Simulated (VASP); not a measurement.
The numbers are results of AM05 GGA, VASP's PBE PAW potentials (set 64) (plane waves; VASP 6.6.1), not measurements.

The input files of a VASP run:

POSCAR:
```
Au
1
    0.0000000000     2.0400000000     2.0400000000
    2.0400000000     0.0000000000     2.0400000000
    2.0400000000     2.0400000000     0.0000000000
Au
1
Direct
  0.0000000000   0.0000000000   0.0000000000
```

### KPOINTS
```
Automatic
0
Gamma
 14 14 14
```

INCAR:
```
SYSTEM = Au
PREC = Accurate; ENCUT = 520; LREAL = F
LASPH = T
EDIFF = 1E-6; NELM = 100; ALGO = Normal
LMAXMIX = 6
ISMEAR = 1; SIGMA = 0.1
GGA = AM
IBRION = 2; NSW = 60; ISIF = 3
EDIFFG = -0.01
LWAVE = F; LCHARG = F
```

POTCAR, in this order: Au (PBE.64 set). Program: vasp_std.

Output of the run:

### OUTCAR
```
 ion  position               nearest neighbor table
   1  0.000  0.000  0.000-
  LATTYP: Found a face centered cubic cell.
 ALAT       =     4.0800000000
 Subroutine PRICEL returns:
 Original cell was already a primitive cell.
 Subroutine GETGRP returns: Found 48 space group operations
The static configuration has the point symmetry O_h .
The dynamic configuration has the point symmetry O_h .
 Subroutine INISYM returns: Found 48 space group operations
 Subroutine IBZKPT returns following result:
 Found    104 irreducible k-points:

 Following reciprocal coordinates:
            Coordinates               Weight
  0.000000  0.000000  0.000000      1.000000
  0.071429  0.000000  0.000000      8.000000
  0.142857  0.000000  0.000000      8.000000
  0.214286  0.000000  0.000000      8.000000
  0.285714  0.000000  0.000000      8.000000
  0.357143  0.000000  0.000000      8.000000
  0.428571  0.000000  0.000000      8.000000
  0.500000  0.000000  0.000000      4.000000
  0.071429  0.071429  0.000000      6.000000
  0.142857  0.071429  0.000000     24.000000
  0.214286  0.071429  0.000000     24.000000
  0.285714  0.071429  0.000000     24.000000
  0.357143  0.071429  0.000000     24.000000
  0.428571  0.071429  0.000000     24.000000
  0.500000  0.071429  0.000000     24.000000
 -0.428571  0.071429  0.000000     24.000000
 -0.357143  0.071429  0.000000     24.000000
 -0.285714  0.071429  0.000000     24.000000
 -0.214286  0.071429  0.000000     24.000000
 -0.142857  0.071429  0.000000     24.000000
 -0.071429  0.071429  0.000000     12.000000
  0.142857  0.142857  0.000000      6.000000
  0.214286  0.142857  0.000000     24.000000
  0.285714  0.142857  0.000000     24.000000
  0.357143  0.142857  0.000000     24.000000
...
```

**OSZICAR**
```
       N       E                     dE             d eps       ncg     rms          rms(c)
DAV:   1     0.417621724999E+02    0.41762E+02   -0.59710E+03  2081   0.110E+03
DAV:   2    -0.352630857054E+01   -0.45288E+02   -0.42724E+02  1938   0.198E+02
DAV:   3    -0.389685303642E+01   -0.37054E+00   -0.37019E+00  2213   0.190E+01
DAV:   4    -0.389788653290E+01   -0.10335E-02   -0.10335E-02  2118   0.102E+00
DAV:   5    -0.389789270923E+01   -0.61763E-05   -0.61763E-05  2149   0.773E-02    0.967E+00
DAV:   6    -0.361969976297E+01    0.27819E+00   -0.89395E-01  1904   0.927E+00    0.605E+00
DAV:   7    -0.359762199352E+01    0.22078E-01   -0.88868E-02  2001   0.287E+00    0.282E+00
DAV:   8    -0.359490884580E+01    0.27131E-02   -0.19618E-03  1997   0.494E-01    0.263E-01
DAV:   9    -0.359490108014E+01    0.77657E-05   -0.69778E-06  2099   0.312E-02    0.168E-02
DAV:  10    -0.359490539161E+01   -0.43115E-05   -0.17438E-06  2038   0.163E-02    0.147E-03
DAV:  11    -0.359490539506E+01   -0.34511E-08   -0.42698E-08   963   0.209E-03
   1 F= -.35949054E+01 E0= -.35950356E+01  d E =-.359491E+01
       N       E                     dE             d eps       ncg     rms          rms(c)
DAV:   1    -0.360686470878E+01   -0.11959E-01   -0.25719E-01  1910   0.571E+00    0.659E-01
DAV:   2    -0.359522972027E+01    0.11635E-01   -0.38615E-02  1887   0.192E+00    0.270E-01
DAV:   3    -0.359467434806E+01    0.55537E-03   -0.26039E-03  1932   0.473E-01    0.193E-01
DAV:   4    -0.359467445358E+01   -0.10552E-06   -0.96034E-05  2001   0.865E-02    0.104E-02
DAV:   5    -0.359467427993E+01    0.17365E-06   -0.14426E-06  1908   0.131E-02
   2 F= -.35946743E+01 E0= -.35947947E+01  d E =0.231115E-03
       N       E                     dE             d eps       ncg     rms          rms(c)
DAV:   1    -0.359983484426E+01   -0.51604E-02   -0.10158E-01  1908   0.360E+00    0.412E-01
DAV:   2    -0.359525924158E+01    0.45756E-02   -0.15090E-02  1884   0.120E+00    0.180E-01
DAV:   3    -0.359503693569E+01    0.22231E-03   -0.10320E-03  1933   0.298E-01    0.128E-01
DAV:   4    -0.359503612761E+01    0.80807E-06   -0.33950E-05  1998   0.519E-02    0.228E-03
DAV:   5    -0.359503629950E+01   -0.17189E-06   -0.76877E-07  1399   0.821E-03
   3 F= -.35950363E+01 E0= -.35951627E+01  d E =-.130904E-03
```

OUTCAR:
```
------------------------ aborting loop because EDIFF is reached ----------------------------------------
  FORCE on cell =-STRESS in cart. coord.  units (eV):
  Direction    XX          YY          ZZ          XY          YZ          ZX
  --------------------------------------------------------------------------------------
  Total        0.0002665      0.0002665      0.0002665      0.0000000      0.0000000      0.0000000
  in kB        0.0252453      0.0252453      0.0252453      0.0000000      0.0000000      0.0000000
  external PRESSURE =       0.0252453 kB  Pullay stress =       0.0000000 kB
  volume of cell :       16.92
      direct lattice vectors                 reciprocal lattice vectors
     0.000000000  2.037474246  2.037474246    -0.245401875  0.245401875  0.245401875
     2.037474246  0.000000000  2.037474246     0.245401875 -0.245401875  0.245401875
     2.037474246  2.037474246  0.000000000     0.245401875  0.245401875 -0.245401875
 POSITION                                       TOTAL-FORCE (eV/Angst)
 -----------------------------------------------------------------------------------
      0.00000      0.00000      0.00000        -0.000000      0.000000     -0.000000
 -----------------------------------------------------------------------------------
    total drift:                                0.000000      0.000000     -0.000000
  FREE ENERGIE OF THE ION-ELECTRON SYSTEM (eV)
  ---------------------------------------------------
  free  energy   TOTEN  =        -3.5950362995 eV

  energy  without entropy=       -3.5954154965  energy(sigma->0) =       -3.59516270

 reached required accuracy - stopping structural energy minimisation
```
(Selected blocks of OUTCAR.)

### CONTCAR
```
Au
   1.00000000000000
     0.0000000000000000    2.0374742459595434    2.0374742459595434
     2.0374742459595434    0.0000000000000000    2.0374742459595434
     2.0374742459595434    2.0374742459595434    0.0000000000000000
  Au
     1
Direct
     0.0000000000000000    0.0000000000000000    0.0000000000000000
```

The compound is Au in the fcc structure. This run relaxes it. Symmetry was kept, so distortions that lower it aren't found.
